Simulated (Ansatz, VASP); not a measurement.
Two plane-wave programs on MgSc2C2

```xyz
5
Lattice="3.8265 0.0000 0.0000 -1.9132 3.3138 0.0000 0.0000 0.0000 6.4779" Properties=species:S:1:pos:R:3 pbc="T T T"
Mg    0.0000    0.0000    0.0000
Sc    0.0000    2.2092    4.0927
Sc    1.9132    1.1046    2.3852
C     0.0000    2.2092    1.6881
C     1.9132    1.1046    4.7898
```

Change from the starting cell: species swapped into the CaZn2P2 type (P-3m1, No. 164).

Alike in both runs: task single point; functional PBE; k mesh 6 × 6 × 4; occupations gaussian, width 0.1 eV; no spin polarisation.

|  | VASP | Ansatz |
| --- | --- | --- |
| version | VASP 6.6.1 | Ansatz 0.2.0 |
| potentials or method | VASP PAW PBE potentials, release 64 (Mg, Sc_sv, C) | scalar-relativistic, plane waves, PAW |
| plane-wave cutoff (eV) | 520 | 420 |
| valence electrons in the cell | 32 | 40 |

```tsv
	VASP	Ansatz	Ansatz less VASP
pressure (GPa)	-7.3	-7.6	-0.21
largest component of the traceless stress (GPa)	1.24	1.20	-0.036
rms of the force components (eV/Å)	1.117	1.115	-0.0015
```

Atom by atom the forces differ by 0.018 eV/Å (rms over components). The functional is the same, so the differences come from potentials, cutoffs and numerics. The two sets of potentials don't hold the same shells in valence.

Caveats: forces of over 1 eV/Å show positions far from the minimum, so gaps and moduli don't describe the material at rest.
